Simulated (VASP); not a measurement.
A run of VASP 6.6.1:

Contents of INCAR:

```
SYSTEM = Mg2CdS3
PREC = Accurate ; ENCUT = 520
EDIFF = 1E-6 ; ISMEAR = 0
SIGMA = 0.03 ; LREAL = .False.
LASPH = .True. ; NELM = 150
ALGO = Normal ; ISIF = 2
LWAVE = .False. ; LCHARG = .False.
METAGGA = R2SCAN ; LMIXTAU = .True.
NBANDS = 26 ; KPAR = 4
```

File KPOINTS:

```
Automatic mesh
0
Gamma
  8 8 4
  0 0 0
```

The input POSCAR:

```
Mg2CdS3                                 
1.0
    3.7629404965      0.0000000000     -0.0000000000
   -1.8814702482      3.2588020605      0.0000000000
    0.0000000000      0.0000000000      9.2320605481
  Mg              Cd              S             
     2     1     3
Direct
     0.3333333300000021    0.6666666699999979    0.6618129586400007
     0.6666666699999979    0.3333333300000021    0.3381870413599993
     0.0000000000000000    0.0000000000000000    0.0000000000000000
     0.6666666699999979    0.3333333300000021    0.8213730794574734
     0.3333333300000021    0.6666666699999979    0.1786269205425267
     0.0000000000000000    0.0000000000000000    0.5000000000000000
```

Potentials or basis: VASP PAW PBE potentials, release 64 (Mg, Cd, S).

Run with:

```sh
$ cat potpaw_PBE.64/Mg/POTCAR potpaw_PBE.64/Cd/POTCAR potpaw_PBE.64/S/POTCAR > POTCAR
$ mpirun -np 4 vasp_std > vasp.out
```

Hardware: 4 MPI ranks on AMD EPYC 7R13 Processor (Zen 3), on a shared host.

Question: Estimate the wall time of this run.

Answer: Wall time 2.7 min on 4 MPI ranks on AMD EPYC 7R13 Processor (Zen 3), on a shared host, peak memory 0.28 GiB a rank. Counts: scf iterations 24, k points 35.
